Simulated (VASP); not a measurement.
Data:

```
CdF2
1.0
    0.00000     2.74890     2.74890
    2.74890     0.00000     2.74890
    2.74890     2.74890     0.00000
Cd F
1 2
Direct
  0.00000   0.00000   0.00000
  0.25000   0.25000   0.25000
  0.75000   0.75000   0.75000
```

Calculation: RPBE GGA, VASP's PBE PAW potentials (set 64) (plane waves; VASP 6.6.1). Settings: 520 eV cut-off, 6×6×6 Γ-centred mesh, Gaussian smearing of 0.050 eV, potentials Cd F.

Problem. Estimate the energy per atom (σ→0), pressure.

Solution. 
```json
{
 "energy per atom (σ→0)": "-3.337 eV/atom",
 "pressure": "41.2 kbar"
}
```

Total energies compare only between runs with the same potentials, cut-off and functional.

The compound is CdF2 in the fluorite structure. The cell was not relaxed at this level. The run is one of a series of settings (GGA = RP against the base run), some of them coarse on purpose.
